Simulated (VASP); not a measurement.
Given:

```yaml
crystal:
  lattice:
    - [3.32123, 0.00000, 0.00000]
    - [0.00000, 3.32123, 0.00000]
    - [0.00000, 0.00000, 3.32123]
  atoms:
    - { symbol: Hf, position: [0.00000, 0.00000, 0.00000] }
    - { symbol: Ge, position: [0.50000, 0.50000, 0.50000] }
```

All values below come from r2SCAN meta-GGA with spin-orbit coupling, VASP's PBE PAW potentials (set 64) (plane waves; VASP). Numerical set-up: 400 eV cut-off, 10×10×10 Γ-centred mesh, Gaussian smearing of 0.050 eV, potentials Hf_pv Ge_d.

Q: Predict the energy per atom (σ→0), band gap (over mesh and band path) with the smallest direct gap where there is one.

A: 
```yaml
band gap (over mesh and band path): none (metal, semimetal or under 0.01 eV)
energy per atom (σ→0): -30.094 eV/atom
```

The absolute energy has meaning only against runs of the same code, potentials and settings.

The structure was generated: HfGe was put into the CsCl type (Pm-3m), which need not be its known phase. It was relaxed first.
